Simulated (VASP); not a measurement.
Output of a VASP run:

File OSZICAR:
```
       N       E                     dE             d eps       ncg     rms          rms(c)
DAV:   1     0.124580234847E+03    0.12458E+03   -0.69576E+03   456   0.892E+02
DAV:   2     0.187125606716E+00   -0.12439E+03   -0.12224E+03   484   0.287E+02
DAV:   3    -0.750694273152E+01   -0.76941E+01   -0.76607E+01   580   0.770E+01
DAV:   4    -0.765673635343E+01   -0.14979E+00   -0.14977E+00   592   0.136E+01
DAV:   5    -0.765978132039E+01   -0.30450E-02   -0.30450E-02   584   0.148E+00    0.312E+00
DAV:   6    -0.752259198772E+01    0.13719E+00   -0.32687E-01   576   0.415E+00    0.191E+00
DAV:   7    -0.751862617328E+01    0.39658E-02   -0.96996E-02   560   0.164E+00    0.919E-01
DAV:   8    -0.752052598293E+01   -0.18998E-02   -0.10504E-02   484   0.116E+00    0.143E-01
DAV:   9    -0.752049564137E+01    0.30342E-04   -0.11220E-03   640   0.362E-01    0.537E-02
DAV:  10    -0.752055433240E+01   -0.58691E-04   -0.14889E-04   460   0.842E-02    0.240E-02
DAV:  11    -0.752056299059E+01   -0.86582E-05   -0.25930E-05   530   0.383E-02    0.817E-03
DAV:  12    -0.752056320166E+01   -0.21107E-06   -0.21312E-06   560   0.160E-02
   1 F= -.75205632E+01 E0= -.75205632E+01  d E =-.202712E-12
```

OUTCAR:
```
------------------------ aborting loop because EDIFF is reached ----------------------------------------
  FORCE on cell =-STRESS in cart. coord.  units (eV):
  Direction    XX          YY          ZZ          XY          YZ          ZX
  --------------------------------------------------------------------------------------
  Total        0.0767417      0.0767417      0.0767417      0.0000000      0.0000000      0.0000000
  in kB        1.7565549      1.7565549      1.7565549      0.0000000      0.0000000      0.0000000
  external PRESSURE =       1.7565549 kB  Pullay stress =       0.0000000 kB
  volume of cell :       70.00
      direct lattice vectors                 reciprocal lattice vectors
     0.000000000  3.271021000  3.271021000    -0.152857472  0.152857472  0.152857472
     3.271021000  0.000000000  3.271021000     0.152857472 -0.152857472  0.152857472
     3.271021000  3.271021000  0.000000000     0.152857472  0.152857472 -0.152857472
  FREE ENERGIE OF THE ION-ELECTRON SYSTEM (eV)
  ---------------------------------------------------
  free  energy   TOTEN  =        -7.5205632017 eV

  energy  without entropy=       -7.5205632017  energy(sigma->0) =       -7.52056320
```
(Selected blocks of OUTCAR.)

File POSCAR:
```
PbTe
1
    0.0000000000     3.2710210000     3.2710210000
    3.2710210000     0.0000000000     3.2710210000
    3.2710210000     3.2710210000     0.0000000000
Te Pb
1 1
Direct
  0.5000000000   0.5000000000   0.5000000000
  0.0000000000   0.0000000000   0.0000000000
```

**Question.** Reconstruct the remaining input files.

**Answer.** This is not unique; one that fits is the input of the run itself, PBE GGA, plane waves, VASP's PBE PAW potentials (set 64).

File KPOINTS:
```
Automatic
0
gamma
  6 6 6
0 0 0
```

### INCAR
```
LASPH = .TRUE.   # aspherical one-centre terms
PREC = Accurate
LREAL = .FALSE.   # projection in real space or not
EDIFF = 1E-6   # SCF stop (eV)
SYSTEM = PbTe
LMAXMIX = 4
ISIF = 2   # forces and stress, cell fixed
SIGMA = 0.01   # width (eV)
ISMEAR = -1   # Fermi-Dirac
NELM = 100   # most electronic steps
LCHARG = .FALSE.
ALGO = Normal
ENCUT = 300
GGA = PE   # PBE
LWAVE = .FALSE.
```

POTCAR, in this order: Te Pb_d (PBE.64 set). Program: vasp_std.

At this cut-off the stress carries a Pulay error, which pulls relaxed volumes low.

The structure is a typed PbTe crystal. The cell was not relaxed at this level.
